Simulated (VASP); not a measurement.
Crystal: CdTe.

```
Cd Te
1.0
     0.00000    3.28017    3.28017
     3.28017    0.00000    3.28017
     3.28017    3.28017    0.00000
Cd Te
1 1
Direct
  0.00000 0.00000 0.00000
  0.75000 0.75000 0.75000
```

The cell is a database's computed one.

Base run:

* Program: VASP 6.6.1
* Functional: r2SCAN
* Potentials or basis: VASP PAW PBE potentials, release 64 (Cd, Te)
* Cutoff: 450 eV
* k mesh: 10 × 10 × 10
* Occupations: gaussian, width 0.02 eV
* Spin: no spin polarisation

Its results: band gap on the k mesh 1.15 eV, direct; pressure 0.0 GPa.

Question: The run is repeated on the same cell with these changes: functional from r2SCAN to PBE. What comes out?

Answer: Band gap on the k mesh 0.66 eV, direct; pressure 1.0 GPa.

r2SCAN gives the wider gap, since meta-GGAs in the generalised Kohn-Sham scheme recover part of the derivative discontinuity.

Caveats: spin-orbit coupling is left out, which moves the levels of the heavy elements; the PAW data sets were made with another functional, which shifts forces and pressure a little (some runs).
